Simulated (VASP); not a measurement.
Here is the system:

```
Be2C
1.0
    0.00000     2.17638     2.17638
    2.17638     0.00000     2.17638
    2.17638     2.17638     0.00000
Be C
2 1
Direct
  0.25000   0.25000   0.25000
  0.75000   0.75000   0.75000
  0.00000   0.00000   0.00000
```

All values below come from vdW-DF2, VASP's PBE PAW potentials (set 64) (plane waves; VASP). Settings: 520 eV cut-off, Gaussian smearing of 0.050 eV, potentials Be C.

**Question.** Give the energies of bands 2 to 7 at the high-symmetry points, in eV from the valence-band maximum.

**Answer.** 
```
band     Γ      X      U      L      W
----  ----  -----  -----  -----  -----
2     0.00  -6.51  -6.49  -8.30  -5.88
3     0.00  -4.54  -6.04  -1.78  -5.67
4     0.00  -4.54  -3.82  -1.78  -5.67
5     4.21   1.78   3.74   5.23   6.13
6     4.21   5.85   8.38   5.23   8.27
7     4.21  13.14  11.56   7.06   9.51
```

The gap is indirect, 1.78 eV, from the valence maximum at Γ to the conduction minimum at X.

The compound is Be2C in the antifluorite structure. It was relaxed first.
